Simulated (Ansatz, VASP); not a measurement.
**Two plane-wave programs on Mg2CdSe3**

```
Mg Cd Se
1.0
     4.15965    0.00000    0.00000
    -2.07983    3.60237    0.00000
     0.00000    0.00000   10.15011
Mg Cd Se
2 1 3
Direct
  0.66667 0.33333 0.33524
  0.33333 0.66667 0.66067
  0.00000 0.00000 0.00327
  0.00000 0.00000 0.25924
  0.66667 0.33333 0.58343
  0.33333 0.66667 0.90815
```

Alike in both runs: functional PBE; k mesh 6 × 6 × 4; occupations gaussian, width 0.02 eV; no spin polarisation.

Ansatz relaxed the structure, and its values are those at the end. VASP's run is a single point on that final structure, the one shown.

```csv
,VASP,Ansatz
version,VASP 6.6.1,Ansatz 0.2.0
potentials or method,"VASP PAW PBE potentials, release 64 (Mg, Cd, Se)","scalar-relativistic, plane waves, PAW"
plane-wave cutoff (eV),520,420
valence electrons in the cell,34,88
```

VASP gave:

```
gap on the k mesh at the Fermi level (eV) : 1.74
least direct gap on the mesh (eV)         : 1.74
pressure (GPa)                            : 5.3
rms of the force components (eV/Å)        : 0.013
```

Task: What did Ansatz give for the same quantities?

Result: gap on the k mesh at the Fermi level (eV): 1.74; least direct gap on the mesh (eV): 1.74; pressure (GPa): 5.1; rms of the force components (eV/Å): 0.001.

With one functional, cell and mesh, what is left measures potentials, basis and numerics. The two sets of potentials don't hold the same shells in valence.

A k mesh can miss the band edges.
